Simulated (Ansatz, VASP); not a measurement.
# Cross-check of Mo2NO2 between VASP and Ansatz

Wanted: the spread between two codes on one cell, functional and k mesh. The cell is taken from a series of runs on this material, whose earlier steps may have relaxed, scaled, displaced or heated it; both programs get it as it stands.

Main program and level: Ansatz 0.2.0; plane waves, with VASP 6.6.1 beside it; single point at PBEsol.

### 1. The structure

The cell holds 10 atoms: 2 N, 4 Mo and 4 O. Cell: a = 3.128 Å, b = 5.417 Å, c = 32.600 Å, α = 90.0°, β = 90.0°, γ = 90.0°. It derives from Mo2NO2. Vacuum lies along c.

### 2. Ansatz: single point, PBEsol, pair 1

Ansatz runs on its PAW soft_1 files.

With cell and atoms fixed, the geometry can't cause a difference; cores, projectors, grids and the points listed under the comparison can.

input.yaml reads:

```yaml
crystal:
  lattice:
    - [3.1275982884, 0.0, 0.0]
    - [1.0e-10, 5.4171591411, 0.0]
    - [0.0, 0.0, 32.6]
  atoms:
    - { symbol: "N", position: [0.4744212675, 0.5, 0.3067484663] }
    - { symbol: "N", position: [0.0255787325, 0.0, 0.3067484663] }
    - { symbol: Mo, position: [-0.0235733827, 0.3333333333, 0.3385219659] }
    - { symbol: Mo, position: [0.5235733827, 0.8333333333, 0.3385219659] }
    - { symbol: Mo, position: [0.5235733827, 0.1666666667, 0.2749749666] }
    - { symbol: Mo, position: [-0.0235733827, 0.6666666667, 0.2749749666] }
    - { symbol: O, position: [0.4863942353, 0.1666666667, 0.3700275879] }
    - { symbol: O, position: [0.0136057647, 0.6666666667, 0.3700275879] }
    - { symbol: O, position: [0.0136057647, 0.3333333333, 0.2434693446] }
    - { symbol: O, position: [0.4863942353, 0.8333333333, 0.2434693446] }
  periodic: [true, true, false]
kpoints:
  mp_grid: { grid: [12, 8, 1] }
hamiltonian:
  xc: pbesol
  pseudopotentials: { kind: paw, azcp: { folder: soft_1 }, xc_functional: pbe }
scf:
  occupations: { method: methfessel_paxton, width: 0.2 }
output:
  forces: true
  stress: true
  eigenvalues: true
```

On the command line:

```sh
ansatz run input.yaml --threads 8 --pin off --max-ram 16384MiB --backend cpu --events-out ev --progress --plain --runs-dir out
```

Numbers of over 12 decimals in the logs are rounded to 6 here.

The program printed:

```text
Engine: ansatz 0.2.0, aarch64-unknown-linux-gnu
Pseudopotentials: kind: paw
Pseudopotential: N, paw, valence charge 5, recommended cutoff 420 eV (normal), soft_1/N.paw.azcp
Pseudopotential: Mo, paw, valence charge 14, recommended cutoff 420 eV (normal), soft_1/Mo.paw.azcp
Pseudopotential: O, paw, valence charge 6, recommended cutoff 420 eV (normal), soft_1/O.paw.azcp
Functional definition: PBEsol
  exchange = pbesol_x
  correlation = pbesol_c
Crystal: 10 atoms, lattice volume = 552.332 Å³
Basis set: ecut = 420 eV, 10785 PW (Γ), exchange–correlation on 48×80×450 points (8 copies of the dense FFT grid, shifted against one another)
Bands: 55, of which v1, the nominal top of the filled ones, is band 45 counted from 1 (44 counted from 0)
Symmetry: 4 space group operations
Space group: P2/c (ITA 13), of the structure as read, at distance tolerance 8.2e-5 Å
k-points: 35 of 96
Non-local potential: N, projectors of the file, l = 0: 2, l = 1: 2, l = 2: 1
Non-local potential: Mo, projectors of the file, l = 0: 3, l = 1: 2, l = 2: 2, l = 3: 1
Non-local potential: O, projectors of the file, l = 0: 2, l = 1: 2, l = 2: 1
PAW form: soft (Blöchl's): semilocal exchange-correlation on the pseudo side does not see the compensation charge
PAW frozen core: N, regenerated for the run's functional, and the local potential with it (the file was generated under x = pbe(κ = 0.804, μ = 0.219515), c = pbe(β = 0.066725))
PAW frozen core: Mo, regenerated for the run's functional, and the local potential with it (the file was generated under x = pbe(κ = 0.804, μ = 0.219515), c = pbe(β = 0.066725))
PAW frozen core: O, regenerated for the run's functional, and the local potential with it (the file was generated under x = pbe(κ = 0.804, μ = 0.219515), c = pbe(β = 0.066725))
PAW one-centre angular grid: N, 110 points (default); XC on 64 Gauss nodes
PAW one-centre angular grid: Mo, 590 points (default); XC on 64 Gauss nodes
PAW one-centre angular grid: O, 110 points (default); XC on 64 Gauss nodes
Initial density: superposition of atomic densities (neutral atoms: chi_scale 0, normalization atom)
Initial wavefunctions: pseudopotential atomic-orbital guess
Functional: x = pbesol(κ = 0.804, μ = 0.123457), c = pbesol(β = 0.046)
SCF iter   1: F=—  HF=-22608.028815 eV  |F-HF|=—  |Δ(HF+E_count)|=         —  Δρ=9.79e-2  dr2=6.27e1  ethr=3.10e-3  ⟨swp⟩=11.1  Hψ=13012  notcnv=0
preconditioner: auto → LDOS  [metal: Δε(μ)=0.023 eV  Ē_g=11.652 eV  σ=0.200 eV  W_gap=0.10  n_scr=56 (ndim 8)  ℏωp=12.0 eV  f_vac=0.776  D(μ)=3.76/eV (n_scr^D=10)  β→1.0]
SCF iter   2: F=—  HF=-22607.292335 eV  |F-HF|=—  |Δ(HF+E_count)|=   7.36e-1  S|Δr|=    0.00e0  Δρ=1.43e-1  dr2=1.30e2  ethr=3.10e-3  ⟨swp⟩=6.5  Hψ=7476  notcnv=0  defer=111
SCF iter   3: F=—  HF=-22592.011401 eV  |F-HF|=—  |Δ(HF+E_count)|=    1.53e1  S|Δr|=    0.00e0  Δρ=2.15e-2  dr2=1.58e0  ethr=3.10e-3  ⟨swp⟩=5.4  Hψ=6867  notcnv=0  defer=52
SCF iter   4: F=—  HF=-22591.856732 eV  |F-HF|=—  |Δ(HF+E_count)|=   1.55e-1  S|Δr|=    0.00e0  Δρ=7.32e-3  dr2=8.29e-1  ethr=1.75e-3  ⟨swp⟩=3.5  Hψ=4932  notcnv=0  defer=80
SCF iter   5: F=—  HF=-22591.743080 eV  |F-HF|=—  |Δ(HF+E_count)|=   1.14e-1  S|Δr|=    0.00e0  Δρ=6.04e-3  dr2=3.69e-1  ethr=9.21e-4  ⟨swp⟩=3.5  Hψ=3985  notcnv=0  defer=80
SCF iter   6: F=—  HF=-22591.693847 eV  |F-HF|=—  |Δ(HF+E_count)|=   4.92e-2  S|Δr|=    0.00e0  Δρ=2.80e-3  dr2=9.18e-2  ethr=4.09e-4  ⟨swp⟩=2.6  Hψ=2915  notcnv=0  defer=80
SCF iter   7: F=—  HF=-22591.681093 eV  |F-HF|=—  |Δ(HF+E_count)|=   1.28e-2  S|Δr|=    0.00e0  Δρ=9.32e-4  dr2=1.13e-2  ethr=1.02e-4  ⟨swp⟩=2.9  Hψ=3470  notcnv=0  defer=76
SCF iter   8: F=—  HF=-22591.679927 eV  |F-HF|=—  |Δ(HF+E_count)|=   1.17e-3  S|Δr|=    0.00e0  Δρ=3.42e-4  dr2=1.14e-3  ethr=1.26e-5  ⟨swp⟩=3.5  Hψ=3949  notcnv=0  defer=76
SCF iter   9: F=—  HF=-22591.679753 eV  |F-HF|=—  |Δ(HF+E_count)|=   1.75e-4  S|Δr|=    0.00e0  Δρ=3.79e-5  dr2=8.39e-6  ethr=1.26e-6  ⟨swp⟩=3.2  Hψ=3878  notcnv=0  defer=76
SCF iter  10: F=—  HF=-22591.679572 eV  |F-HF|=—  |Δ(HF+E_count)|=   1.81e-4  S|Δr|=    0.00e0  Δρ=1.44e-5  dr2=5.22e-7  ethr=9.33e-9  ⟨swp⟩=4.2  Hψ=5302  notcnv=0  defer=76
SCF iter  11: F=-22591.679572 eV  HF=-22591.679572 eV  |F-HF|=2.89e-8  |Δ(HF+E_count)|=   2.76e-8  S|Δr|=    0.00e0  Δρ=3.78e-6  dr2=4.53e-8  ethr=1.11e-10  ⟨swp⟩=24.4  Hψ=15512  notcnv=0
SCF 1 converged in 11 iterations: F = -22591.679572 eV  dr2 = 4.53e-8
  greatest PAW one-centre occupation: 0.999 electrons in one spin orbital (limit 2), on the Mo atom at site 5 (counted from 0), in its partial waves of l = 0
SCF converged after 11 iterations
Stability not checked: this state was not tested for a lower state beside it, because cold or Methfessel-Paxton smearing, or corrected tetrahedra, fill the levels in a way that the test cannot read (fill_not_monotonic; see scf.lower_state_search)
Free energy (F): -22591.679572 eV
Harris-Foulkes:  -22591.679572 eV  (|F-HF|=2.89e-8)
Internal energy: -22591.678035 eV  (E = F + TS)
E sigma→0 (E₀):  -22591.679188 eV
Entropy (-TS):   -0.001536 eV (-0.154 meV/atom)
Fermi energy:    -6.060051 eV
--- Per-component energies (eV) ---
  E_band       = -2345.390770
  E_kinetic    = 2623.032047
  E_local      = -286745.560038  (includes V_loc(G=0)·N_el)
  E_nonlocal   = 878.895544
  E_hartree    = 141569.631813
  E_xc         = -1101.232545
  E_vxc        = -1389.452286  (∫ρ·V_xc dr)
  E_paw        = -13487.849685  (= ΣΔE_a)
  E_vpaw       = -851.546302  (= ΣTr[D̂ρ^β])
  E_aug_tail   = 0.005067  (compensation charges beyond the density's cutoff)
  E_ewald      = 133670.365213
  E_core_change = 1.034549  (= ΣΔE_core)
  E_smearing   = -0.001536  (= −TS)
  E_closure    = 0.000000  (closes the sum)
  Σ components = -22591.679572   (vs F -22591.679572, Δ=0.00e0)
--- Forces (eV/Å), atoms counted from 1 ---
  atom   1  N      0.04730671    -0.00000000    -0.00000000
  atom   2  N     -0.04730671     0.00000000     0.00000000
  atom   3  Mo    -0.06807169     0.00353412     0.16449966
  atom   4  Mo     0.06807169     0.00353412     0.16449966
  atom   5  Mo     0.06807169    -0.00353412    -0.16449966
  atom   6  Mo    -0.06807169    -0.00353412    -0.16449966
  atom   7  O      0.00171402    -0.04469419    -0.00328242
  atom   8  O     -0.00171402    -0.04469419    -0.00328242
  atom   9  O     -0.00171402     0.04469419     0.00328242
  atom  10  O      0.00171402     0.04469419     0.00328242
  max |Σ_I F_I| component: 2.78e-17 eV/Å
--- 2D stress c σ (N/m, compression-positive) ---
        0.442222      -0.000000       0.000000
       -0.000000      -1.119147       0.000000
        0.000000       0.000000       0.000000
  P = ½ c Tr σ = -0.3385 N/m
--- Band table (eV; the first three rows and the last of 35) ---
  k-point 0: bands = [... 41 lower, -8.6197, -8.0129, -6.8140, -5.9742, -5.8908, -5.5252, -5.3580, -4.9270, ... 6 higher]
  k-point 1: bands = [... 41 lower, -8.2907, -8.0260, -6.9215, -5.9984, -5.9518, -5.4537, -5.2002, -4.8711, ... 6 higher]
  k-point 2: bands = [... 41 lower, -8.0233, -7.8027, -7.0614, -6.1613, -5.9069, -5.2636, -4.9508, -4.7387, ... 6 higher]
  k-point 34: bands = [... 41 lower, -8.0225, -6.2189, -6.2189, -6.0751, -6.0751, -4.9225, -4.9225, -4.7305, ... 6 higher]
```

### 3. VASP: single point, PBEsol, pair 1

The same cell, functional, mesh and smearing now go to VASP, with its own data sets.

Lines of VASP's logs that name or quote its potential files are left out, and so is its time.

INCAR reads:

```
SYSTEM = Mo2NO2
PREC = Accurate
ENCUT = 520
EDIFF = 1E-06
NELM = 120
ISMEAR = 1
SIGMA = 0.2
LREAL = .FALSE.
ALGO = Normal
GGA = PS
NBANDS = 55
LASPH = .TRUE.
LORBIT = 11
LWAVE = .FALSE.
LCHARG = .FALSE.
ISIF = 2
LDIPOL = .TRUE.
IDIPOL = 3
DIPOL = 0.5 0.5 0.307
LVHAR = .TRUE.
GGA_COMPAT = .FALSE.
NELMDL = -8
KPAR = 2
```

POSCAR reads:

```
Mo2NO2
1.0
    3.1275982884      0.0000000000      0.0000000000
    0.0000000001      5.4171591411      0.0000000000
    0.0000000000      0.0000000000     32.6000000000
N Mo O
2 4 4
Direct
    0.4744212675      0.5000000000      0.3067484663
    0.0255787325      1.0000000000      0.3067484663
    0.9764266173      0.3333333333      0.3385219659
    0.5235733827      0.8333333333      0.3385219659
    0.5235733827      0.1666666667      0.2749749666
    0.9764266173      0.6666666667      0.2749749666
    0.4863942353      0.1666666667      0.3700275879
    0.0136057647      0.6666666667      0.3700275879
    0.0136057647      0.3333333333      0.2434693446
    0.4863942353      0.8333333333      0.2434693446
```

KPOINTS reads:

```
Automatic mesh
0
Gamma
12 8 1
0 0 0
```

PAW data sets: N, Mo_sv and O (PBE family, release 64).

On the command line:

```sh
mpirun -np 2 vasp_std
```

The program printed:

```text
[banner, memory and clock lines left out]
running    2 mpi-ranks, on    1 nodes
 distrk:  each k-point on    1 cores,    2 groups
 distr:  one band on    1 cores,    1 groups

 POSCAR found type information on POSCAR N MoO
 POSCAR found :  3 types and      10 ions
|                                                                             |
|               ----> ADVICE to this user running VASP <----                  |
|                                                                             |
|     You enforced a specific xc type in the INCAR file but a different       |
|     [... a line on the potential file left out ...]
|     I HOPE YOU KNOW WHAT YOU ARE DOING!                                     |
|                                                                             |

 LDA part: xc-table for (Slater+PW92), standard interpolation
 POSCAR, INCAR and KPOINTS ok, starting setup
 FFT: planning ... GRIDC
 FFT: planning ... GRID_SOFT
 FFT: planning ... GRID
 WAVECAR not read
 entering main loop
       N       E                     dE             d eps       ncg     rms          rms(c)
DAV:   1     0.857508166792E+03    0.85751E+03   -0.49671E+04  5178   0.134E+03
DAV:   2    -0.256054218761E+02   -0.88311E+03   -0.86848E+03  5081   0.354E+02
DAV:   3    -0.110338334706E+03   -0.84733E+02   -0.83276E+02  4485   0.105E+02
DAV:   4    -0.113333990266E+03   -0.29957E+01   -0.29553E+01  4951   0.194E+01
DAV:   5    -0.113408661152E+03   -0.74671E-01   -0.74195E-01  4693   0.273E+00
DAV:   6    -0.113411420343E+03   -0.27592E-02   -0.27552E-02  4953   0.512E-01
DAV:   7    -0.113411508161E+03   -0.87818E-04   -0.87775E-04  4501   0.784E-02
DAV:   8    -0.113411511580E+03   -0.34186E-05   -0.34183E-05  4072   0.158E-02    0.716E+01
DAV:   9    -0.984198566048E+02    0.14992E+02   -0.11673E+02  4050   0.481E+01    0.199E+01
DAV:  10    -0.977776724499E+02    0.64218E+00   -0.24537E+01  4071   0.233E+01    0.179E+01
DAV:  11    -0.967156581445E+02    0.10620E+01   -0.53740E+00  4255   0.121E+01    0.198E+00
DAV:  12    -0.967128113356E+02    0.28468E-02   -0.38404E-01  4541   0.295E+00    0.684E-01
DAV:  13    -0.967099024568E+02    0.29089E-02   -0.68004E-02  4666   0.112E+00    0.232E-01
DAV:  14    -0.967092659469E+02    0.63651E-03   -0.45833E-03  4520   0.360E-01    0.172E-01
[...]
DAV:  20    -0.967094996603E+02   -0.10295E-03   -0.88493E-06  3956   0.108E-02    0.429E-03
DAV:  21    -0.967096360717E+02   -0.13641E-03   -0.73891E-06  3681   0.889E-03    0.471E-03
DAV:  22    -0.967096650088E+02   -0.28937E-04   -0.57653E-07  2717   0.290E-03    0.205E-03
DAV:  23    -0.967096975693E+02   -0.32560E-04   -0.14562E-06  2905   0.346E-03    0.136E-03
DAV:  24    -0.967097026389E+02   -0.50697E-05   -0.21836E-07  2499   0.188E-03    0.848E-04
DAV:  25    -0.967097063605E+02   -0.37216E-05   -0.14631E-07  2527   0.113E-03    0.491E-04
DAV:  26    -0.967097079678E+02   -0.16073E-05   -0.72206E-08  2464   0.730E-04    0.122E-04
DAV:  27    -0.967097088435E+02   -0.87566E-06   -0.41924E-08  2254   0.495E-04
   1 F= -.96709709E+02 E0= -.96709283E+02  d E =-.127820E-02
```

OUTCAR, selected parts (step 3):

```text
ion  position               nearest neighbor table
   1  0.474  0.500  0.307-   3 2.08   6 2.08   3 2.09   6 2.09   4 2.09   5 2.09
   2  0.026  0.000  0.307-   4 2.08   5 2.08   4 2.09   5 2.09   3 2.09   6 2.09
   3  0.976  0.333  0.339-   7 2.05   1 2.08   8 2.08   1 2.09   2 2.09   7 2.10   5 2.67   6 2.75
                             5 2.83   4 3.06   4 3.06   4 3.20   4 3.20
   4  0.524  0.833  0.339-   8 2.05   2 2.08   7 2.08   2 2.09   1 2.09   8 2.10   6 2.67   5 2.75
                             6 2.83   3 3.06   3 3.06   3 3.20   3 3.20
   5  0.524  0.167  0.275-   9 2.05   2 2.08  10 2.08   2 2.09   1 2.09   9 2.10   3 2.67   4 2.75
                             3 2.83   6 3.06   6 3.06   6 3.20   6 3.20
   6  0.976  0.667  0.275-  10 2.05   1 2.08   9 2.08   1 2.09   2 2.09  10 2.10   4 2.67   3 2.75
                             4 2.83   5 3.06   5 3.06   5 3.20   5 3.20
   7  0.486  0.167  0.370-   3 2.05   4 2.08   3 2.10
   8  0.014  0.667  0.370-   4 2.05   3 2.08   4 2.10
   9  0.014  0.333  0.243-   5 2.05   6 2.08   5 2.10
  10  0.486  0.833  0.243-   6 2.05   5 2.08   6 2.10

  LATTYP: Found a simple orthorhombic cell.
 ALAT       =     3.1275982884
 B/A-ratio  =     1.7320508075
 C/A-ratio  =    10.4233334955

 Subroutine GETGRP returns: Found  4 space group operations
 (whereof  1 operations were pure point group operations)

The static configuration has the point symmetry C_1 .
 The point group associated with its full space group is C_2h.

 Found     35 irreducible k-points:

   k-points           NKPTS =     35   k-points in BZ     NKDIM =     35   number of bands    NBANDS=     55

   dimension x,y,z NGX =    24 NGY =   40 NGZ =  250
   dimension x,y,z NGXF=    48 NGYF=   80 NGZF=  500

   ENCUT  =  520.0 eV  38.22 Ry    6.18 a.u.   5.82 10.07 60.61*2*pi/ulx,y,z

   NELECT =      90.0000    total number of electrons

 k-points in reciprocal lattice and weights: Automatic mesh
   0.00000000  0.00000000  0.00000000       0.010
   0.08333333  0.00000000  0.00000000       0.021
   0.16666667  0.00000000  0.00000000       0.021
   0.25000000  0.00000000  0.00000000       0.021
   0.33333333  0.00000000  0.00000000       0.021
   0.41666667  0.00000000  0.00000000       0.021
   0.50000000  0.00000000  0.00000000       0.010
   0.00000000  0.12500000  0.00000000       0.021
   0.08333333  0.12500000  0.00000000       0.042
[...]
0.41666667  0.50000000  0.00000000       0.021
   0.50000000  0.50000000  0.00000000       0.010

 dipolmoment           0.000000      0.000000      0.000001 electrons x Angstroem

 average (electrostatic) potential at core
       1 -73.4361       2 -73.4361       3 -85.7506       4 -85.7506       5 -85.7506
       6 -85.7506       7 -78.9205       8 -78.9205       9 -78.9205      10 -78.9205

 E-fermi :  -3.0657

 k-point     1 :       0.0000    0.0000    0.0000
  band No.  band energies     occupation
    ...
     40      -6.1630      2.00000
     41      -5.6799      2.00000
     42      -5.6329      2.00000
     43      -5.0137      2.00000
     44      -3.8222      2.00000
     45      -2.9789      0.33631
     46      -2.8950     -0.00497
     47      -2.5306     -0.00102
     48      -2.3630     -0.00001
     49      -1.9305     -0.00000
    ...

 k-point     2 :       0.0833    0.0000    0.0000
  band No.  band energies     occupation
    ...
     42      -5.2251      2.00000
     43      -4.8781      2.00000
     44      -3.8442      2.00000
     45      -3.1465      1.62558
     46      -3.1063      1.33602
     47      -2.3176     -0.00000
     48      -2.2416     -0.00000
     49      -1.8734     -0.00000
     50      -1.7720     -0.00000
     51      -1.3987     -0.00000
    ...

 k-point     3 :       0.1667    0.0000    0.0000
  band No.  band energies     occupation
    ...
     42      -4.7242      2.00000
     43      -4.5963      2.00000
     44      -3.7483      2.00002
     45      -3.4055      2.03720
     46      -3.3656      2.05535
     47      -2.1405     -0.00000
     48      -1.9626     -0.00000
     49      -1.7099     -0.00000
     50      -1.7050     -0.00000
     51      -1.2156     -0.00000
    ...

  Total        0.9562131     -0.7032317      0.9017076     -0.0000000     -0.3519208     -0.0000000
  in kB        2.7737358     -2.0399000      2.6156291     -0.0000000     -1.0208344     -0.0000000
  external PRESSURE =       1.1164883 kB  Pullay stress =       0.0000000 kB

  energy-cutoff  :      520.00
  volume of cell :      552.33
      direct lattice vectors                 reciprocal lattice vectors
     3.127598288  0.000000000  0.000000000     0.319734156 -0.000000000  0.000000000
     0.000000000  5.417159141  0.000000000     0.000000000  0.184598601  0.000000000
     0.000000000  0.000000000 32.600000000     0.000000000  0.000000000  0.030674847

 POSITION                                       TOTAL-FORCE (eV/Angst)
 -----------------------------------------------------------------------------------
      1.48380      2.70858     10.00000         0.042005      0.000000      0.000000
      0.08000      0.00000     10.00000        -0.042005      0.000000      0.000000
      3.05387      1.80572     11.03582        -0.060048      0.003336      0.216027
      1.63753      4.51430     11.03582         0.060048      0.003336      0.216027
      1.63753      0.90286      8.96418         0.060048     -0.003336     -0.216027
      3.05387      3.61144      8.96418        -0.060048     -0.003336     -0.216027
      1.52125      0.90286     12.06290        -0.003477     -0.043894      0.020016
      0.04255      3.61144     12.06290         0.003477     -0.043894      0.020016
      0.04255      1.80572      7.93710         0.003477      0.043894     -0.020016
      1.52125      4.51430      7.93710        -0.003477      0.043894     -0.020016
 -----------------------------------------------------------------------------------
    total drift:                               -0.000000     -0.000025     -0.000161

  FREE ENERGIE OF THE ION-ELECTRON SYSTEM (eV)
  ---------------------------------------------------
  free  energy   TOTEN  =       -96.7097088435 eV

  energy  without entropy=      -96.7084306438  energy(sigma->0) =      -96.70928278

 vacuum level on the upper side and lower side of the slab         3.020         3.020

 total charge
# of ion       s       p       d       tot
------------------------------------------
    1        1.246   2.562   0.000   3.808
    2        1.246   2.562   0.000   3.808
    3        2.297   6.249   3.937  12.483
    4        2.297   6.249   3.937  12.483
    5        2.297   6.249   3.937  12.483
    6        2.297   6.249   3.937  12.483
    7        1.565   3.413   0.000   4.978
    8        1.565   3.413   0.000   4.978
    9        1.565   3.413   0.000   4.978
   10        1.565   3.413   0.000   4.978
--------------------------------------------------
tot         17.940  43.770  15.747  77.457

[... 3 further parts left out ...]
```

This run has no spin polarisation, so a moment on Mo, if there is one, isn't seen. The PAW data sets were made with PBE, which is usual practice but a small mismatch for other functionals.

### 4. Side by side

Known differences besides the potentials themselves: Ansatz cuts the interaction across the vacuum, VASP repeats the sheet with a dipole correction; the cutoff is 420 eV in Ansatz and 520 eV in VASP; Ansatz makes its cores anew for this functional, VASP keeps those of its PBE data sets. Total energies have different zeros and are not compared.

Forces (eV/Å; atoms numbered as in POSCAR):

| atom | Ansatz x, y, z | VASP x, y, z |
| --- | --- | --- |
| N1 | 0.047, 0.000, 0.000 | 0.042, 0.000, 0.000 |
| N2 | -0.047, 0.000, 0.000 | -0.042, 0.000, 0.000 |
| Mo3 | -0.068, 0.004, 0.164 | -0.060, 0.003, 0.216 |
| Mo4 | 0.068, 0.004, 0.164 | 0.060, 0.003, 0.216 |
| Mo5 | 0.068, -0.004, -0.164 | 0.060, -0.003, -0.216 |
| Mo6 | -0.068, -0.004, -0.164 | -0.060, -0.003, -0.216 |
| O7 | 0.002, -0.045, -0.003 | -0.003, -0.044, 0.020 |
| O8 | -0.002, -0.045, -0.003 | 0.003, -0.044, 0.020 |
| O9 | -0.002, 0.045, 0.003 | 0.003, 0.044, -0.020 |
| O10 | 0.002, 0.045, 0.003 | -0.003, 0.044, -0.020 |

The forces differ by 21 meV/Å r.m.s., which is 24.9 % of the r.m.s. force of 0.084 eV/Å (both taken over all components). With vacuum in the cell, a pressure given here is an average over mostly empty space and none of the material.

(Continued in part 2 of 2.)

[Lines on the potential files, build, host, timing and source positions are cut from VASP's logs without a mark.]

[Logs are printed without paths, hosts, clocks, repeated set-up lines and the standing remarks that a program may print on its own settings, such as how far it seeks lower states.]

[Hosts, paths, dates, database ids (printed as entryN), source tags and the programs' standing remarks are cut or masked in the printed files.]
